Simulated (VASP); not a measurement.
Consider the following.

```
PbO
1.0
    4.07178     0.00000     0.00000
    0.00000     4.05393     0.00000
    0.00000     0.00000     5.15519
Pb O
2 2
Cartesian
  2.03589   0.00000   3.94372
  0.00000   2.02697   1.21147
  2.03589   2.02697   0.00000
  0.02841   0.00000   0.00000
```

Level of theory: PBE GGA, VASP's PBE PAW potentials (set 64) (plane waves; VASP). Settings: 520 eV cut-off, 5×5×4 Γ-centred mesh, Gaussian smearing of 0.050 eV, potentials Pb O.

Which forces act on the atoms, in eV/Å?

```tsv
atom	Fx	Fy	Fz
Pb1	0.071	0.000	0.558
Pb2	0.018	0.000	-0.565
O3	0.082	0.000	0.029
O4	-0.171	0.000	-0.021
```

Give the stress tensor in GPa (positive for a compressed cell).

```
-1.42   0.00  -0.15
 0.00  -1.18   0.00
-0.15   0.00  -1.53
```
The pressure is its mean diagonal, -1.38 GPa.

The compound is PbO in the litharge structure. The cell was not relaxed at this level. The run is one of a series of settings (POTCAR Pb O (PBE.64 set) against the base run), some of them coarse on purpose.
